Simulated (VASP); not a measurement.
All values below come from PBEsol GGA, VASP's PBE PAW potentials (set 64) (plane waves; VASP).

The input files of a VASP run:

**KPOINTS**
```
kpoints
0
gamma
  4 4 4
```

POSCAR:
```
HgZn3Se4
1.0
  5.7577956025   0.0000000000   0.0000000000
  0.0000000000   5.7577956025   0.0000000000
  0.0000000000   0.0000000000   5.7577956025
Zn Se Hg
3 4 1
Cartesian
  0.0000000000   0.0000000000   0.0000000000
  2.8788978012   2.8788978012   0.0000000000
  2.8788978012   0.0000000000   2.8788978012
  1.5157658938   1.3631319075   1.3631319075
  4.2420297087   4.3946636950   1.3631319075
  4.2420297087   1.3631319075   4.3946636950
  1.5157658938   4.3946636950   4.3946636950
  0.0000000000   2.8788978012   2.8788978012
```

**INCAR**
```
ALGO=Normal
EDIFF=1E-6
EDIFFG=-0.02
ENCUT=400
GGA=PS
IBRION=2
ISIF=3
ISMEAR=0
LASPH=.TRUE.
LCHARG=.FALSE.
LMAXMIX=6
LREAL=.FALSE.
LWAVE=.FALSE.
NELM=100
NSW=60
PREC=Accurate
SIGMA=0.05
SYSTEM=HgZn3Se4
```

POTCAR, in this order: Zn Se Hg (PBE.64 set). Program: vasp_std.

The resulting files:

**OUTCAR**
```
 ion  position               nearest neighbor table
   1  0.000  0.000  0.000-   4 2.45   5 2.45   6 2.45   7 2.45
   2  0.500  0.500  0.000-   4 2.45   5 2.45   6 2.45   7 2.45
   3  0.500  0.000  0.500-   4 2.45   5 2.45   6 2.45   7 2.45
   4  0.263  0.237  0.237-   1 2.45   2 2.45   3 2.45   8 2.63
   5  0.737  0.763  0.237-   1 2.45   2 2.45   3 2.45   8 2.63
   6  0.737  0.237  0.763-   1 2.45   2 2.45   3 2.45   8 2.63
   7  0.263  0.763  0.763-   1 2.45   2 2.45   3 2.45   8 2.63
   8  0.000  0.500  0.500-   4 2.63   5 2.63   6 2.63   7 2.63
  LATTYP: Found a simple cubic cell.
 ALAT       =     5.7577956025
 Subroutine PRICEL returns:
 Original cell was already a primitive cell.
 Subroutine GETGRP returns: Found 24 space group operations
The static configuration has the point symmetry D_2d.
 The point group associated with its full space group is T_d .
The dynamic configuration has the point symmetry D_2d.
 Subroutine INISYM returns: Found 24 space group operations
 Subroutine IBZKPT returns following result:
 Found     10 irreducible k-points:

 Following reciprocal coordinates:
            Coordinates               Weight
  0.000000  0.000000  0.000000      1.000000
  0.250000  0.000000  0.000000      6.000000
  0.500000  0.000000  0.000000      3.000000
  0.250000  0.250000  0.000000     12.000000
  0.500000  0.250000  0.000000     12.000000
  0.500000  0.500000  0.000000      3.000000
  0.250000  0.250000  0.250000      8.000000
  0.500000  0.250000  0.250000     12.000000
  0.500000  0.500000  0.250000      6.000000
  0.500000  0.500000  0.500000      1.000000
   k-points           NKPTS =     10   k-points in BZ     NKDIM =     10   number of bands    NBANDS=     43
   number of dos      NEDOS =    301   number of ions     NIONS =      8
   total plane-waves  NPLWV =  64000
   dimension x,y,z NGX =    40 NGY =   40 NGZ =   40
   dimension x,y,z NGXF=    80 NGYF=   80 NGZF=   80
   ions per type =               3   4   1
   PREC   = accura    normal or accurate (medium, high low for compatibility)
...
```

File OSZICAR:
```
       N       E                     dE             d eps       ncg     rms          rms(c)
DAV:   1     0.528119742417E+03    0.52812E+03   -0.28169E+04   860   0.152E+03
DAV:   2     0.361232605435E+02   -0.49200E+03   -0.47865E+03   866   0.378E+02
DAV:   3    -0.242259424740E+02   -0.60349E+02   -0.59722E+02   976   0.133E+02
DAV:   4    -0.262559672940E+02   -0.20300E+01   -0.20228E+01   997   0.242E+01
DAV:   5    -0.262762728238E+02   -0.20306E-01   -0.20289E-01   970   0.241E+00    0.119E+01
DAV:   6    -0.250061090256E+02    0.12702E+01   -0.32945E+00  1118   0.355E+01    0.901E+00
DAV:   7    -0.250261154533E+02   -0.20006E-01   -0.24588E+00   991   0.103E+01    0.431E+00
DAV:   8    -0.250022100358E+02    0.23905E-01   -0.17245E-01  1012   0.493E+00    0.905E-01
DAV:   9    -0.250035679541E+02   -0.13579E-02   -0.33057E-02   935   0.107E+00    0.327E-01
DAV:  10    -0.250032354465E+02    0.33251E-03   -0.46773E-03  1039   0.970E-01    0.903E-02
DAV:  11    -0.250033052362E+02   -0.69790E-04   -0.10436E-03   943   0.314E-01    0.602E-02
DAV:  12    -0.250033463788E+02   -0.41143E-04   -0.69566E-04  1089   0.295E-01    0.324E-02
DAV:  13    -0.250033113649E+02    0.35014E-04   -0.18464E-04  1082   0.159E-01    0.113E-02
DAV:  14    -0.250033118789E+02   -0.51392E-06   -0.18691E-05   905   0.235E-02    0.606E-03
DAV:  15    -0.250033117278E+02    0.15108E-06   -0.29185E-06   812   0.182E-02
   1 F= -.25003312E+02 E0= -.25003312E+02  d E =-.250033E+02
       N       E                     dE             d eps       ncg     rms          rms(c)
DAV:   1    -0.250037351105E+02   -0.42323E-03   -0.98368E-03  1038   0.977E-01    0.141E-01
DAV:   2    -0.250034231187E+02    0.31199E-03   -0.16840E-03  1079   0.699E-01    0.549E-02
DAV:   3    -0.250033847578E+02    0.38361E-04   -0.14960E-04   925   0.130E-01    0.321E-02
DAV:   4    -0.250033775970E+02    0.71608E-05   -0.20084E-05   966   0.273E-02    0.186E-02
DAV:   5    -0.250033738464E+02    0.37506E-05   -0.26864E-06   746   0.285E-02    0.446E-03
DAV:   6    -0.250033735759E+02    0.27059E-06   -0.16494E-06   517   0.118E-02
   2 F= -.25003374E+02 E0= -.25003374E+02  d E =-.618481E-04
```

OUTCAR:
```
------------------------ aborting loop because EDIFF is reached ----------------------------------------
  FORCE on cell =-STRESS in cart. coord.  units (eV):
  Direction    XX          YY          ZZ          XY          YZ          ZX
  --------------------------------------------------------------------------------------
  Total       -0.0181036     -0.0181036     -0.0181036     -0.0000000     -0.0000000      0.0000000
  in kB       -0.1518406     -0.1518406     -0.1518406     -0.0000000     -0.0000000      0.0000000
  external PRESSURE =      -0.1518406 kB  Pullay stress =       0.0000000 kB
  volume of cell :      191.02
      direct lattice vectors                 reciprocal lattice vectors
     5.759208982 -0.000000000  0.000000000     0.173634956 -0.000000000 -0.000000000
     0.000000000  5.759208982  0.000000000     0.000000000  0.173634956 -0.000000000
     0.000000000  0.000000000  5.759208982    -0.000000000 -0.000000000  0.173634956
 POSITION                                       TOTAL-FORCE (eV/Angst)
 -----------------------------------------------------------------------------------
      5.75921      5.75921      0.00000         0.000000     -0.000000     -0.000000
      2.87960      2.87960      5.75921         0.000000     -0.000000     -0.000000
      2.87960      5.75921      2.87960         0.000000     -0.000000     -0.000000
      1.51554      1.36406      1.36406        -0.006614      0.006614      0.006614
      4.24367      4.39515      1.36406         0.006614     -0.006614      0.006614
      4.24367      1.36406      4.39515         0.006614      0.006614     -0.006614
      1.51554      4.39515      4.39515        -0.006614     -0.006614     -0.006614
      5.75921      2.87960      2.87960         0.000000     -0.000000     -0.000000
 -----------------------------------------------------------------------------------
    total drift:                               -0.000000     -0.000000     -0.000000
  FREE ENERGIE OF THE ION-ELECTRON SYSTEM (eV)
  ---------------------------------------------------
  free  energy   TOTEN  =       -25.0033735759 eV

  energy  without entropy=      -25.0033735759  energy(sigma->0) =      -25.00337358

 reached required accuracy - stopping structural energy minimisation
```
(Selected blocks of OUTCAR.)

### CONTCAR
```
HgZn3Se4
   1.00000000000000
     5.7592089821017680   -0.0000000000000000    0.0000000000000000
     0.0000000000000000    5.7592089821017680    0.0000000000000000
     0.0000000000000000    0.0000000000000000    5.7592089821017680
  Zn              Se              Hg
     3     4     1
Direct
     1.0000000000000000    1.0000000000000000    0.0000000000000000
     0.5000000000000000    0.5000000000000000    1.0000000000000000
     0.5000000000000000    1.0000000000000000    0.5000000000000000
     0.2631508124493105    0.2368491875506895    0.2368491875506895
     0.7368491875506895    0.7631508124493105    0.2368491875506895
     0.7368491875506895    0.2368491875506895    0.7631508124493105
     0.2631508124493105    0.7631508124493105    0.7631508124493105
     1.0000000000000000    0.5000000000000000    0.5000000000000000
```

File OUTCAR:
```
 val. band max:        1.5691441976   @ k =   0.0000   0.0000   0.0000

 cond. band min:       2.1337689088   @ k =   0.0000   0.0000   0.0000


 Fermi energy:         1.8290309567

 k-point     1 :       0.0000    0.0000    0.0000
  band No.  band energies     occupation
      1     -11.7926      2.00000
      2     -10.8086      2.00000
      3     -10.8086      2.00000
      4     -10.8086      2.00000
      5      -5.1422      2.00000
      6      -5.1422      2.00000
      7      -5.1422      2.00000
      8      -5.1326      2.00000
      9      -5.0943      2.00000
     10      -5.0943      2.00000
     11      -4.8804      2.00000
     12      -4.8804      2.00000
     13      -4.8804      2.00000
     14      -4.7865      2.00000
     15      -4.7865      2.00000
     16      -4.7865      2.00000
     17      -4.7283      2.00000
     18      -4.7283      2.00000
     19      -4.7013      2.00000
     20      -4.5785      2.00000
     21      -4.5785      2.00000
     22      -4.4802      2.00000
     23      -4.4802      2.00000
     24      -4.4802      2.00000
     25      -3.3728      2.00000
     26      -3.2342      2.00000
     27      -3.2342      2.00000
     28      -0.7454      2.00000
     29      -0.7454      2.00000
     30      -0.7454      2.00000
     31      -0.6187      2.00000
     32      -0.6187      2.00000
     33      -0.6187      2.00000
     34       1.5691      2.00000
     35       1.5691      2.00000
     36       1.5691      2.00000
     37       2.1338      0.00000
     38       3.9572      0.00000
     39       4.5019      0.00000
     40       4.5019      0.00000
     41       4.5019      0.00000
     42       5.2424      0.00000
     43       5.2424      0.00000

 k-point     2 :       0.2500    0.0000    0.0000
  band No.  band energies     occupation
      1     -11.6689      2.00000
      2     -10.9682      2.00000
      3     -10.8076      2.00000
      4     -10.8076      2.00000
      5      -5.1802      2.00000
...
```

Unless said otherwise, spin-orbit coupling is left out, though it shifts the bands of the heavy elements here.

The structure was generated: HgZn3Se4 was put into an ordered model structure (P-43m), which need not be its known phase. This run relaxes it. Symmetry was kept, so distortions that lower it aren't found. The start is the result of an earlier pass.
